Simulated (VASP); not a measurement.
Consider the following.

```
CELL_PARAMETERS angstrom
      2.93632     0.00000     0.00000
      0.00000     2.93632     0.00000
      0.00000     0.00000     2.93632
ATOMIC_POSITIONS crystal
  Ti 0.00000 0.00000 0.00000
  Co 0.50000 0.50000 0.50000
```

The numbers are results of vdW-DF-cx, VASP's PBE PAW potentials (set 64) (plane waves; VASP 6.6.1), not measurements. Settings: 520 eV cut-off, 11×11×11 Γ-centred mesh, first-order Methfessel-Paxton smearing of 0.10 eV, potentials Ti_sv Co.

**Question.** Estimate the energy per atom (σ→0), band gap (on the k-mesh) with the smallest direct gap where there is one.

**Answer.** 
| Property | Value |
|---|---|
| band gap (on the k-mesh) | none (metal, semimetal or under 0.01 eV) |
| energy per atom (σ→0) | -5.414 eV/atom |

Total energies compare only between runs with the same potentials, cut-off and functional.

The compound is TiCo in the CsCl type structure. It was relaxed first, which changed the volume by -5 %. The start is the result of an earlier pass. The run is not spin-polarised, so no magnetic state was tried. The electron count is odd and the run is not spin-polarised, which forces a metal.
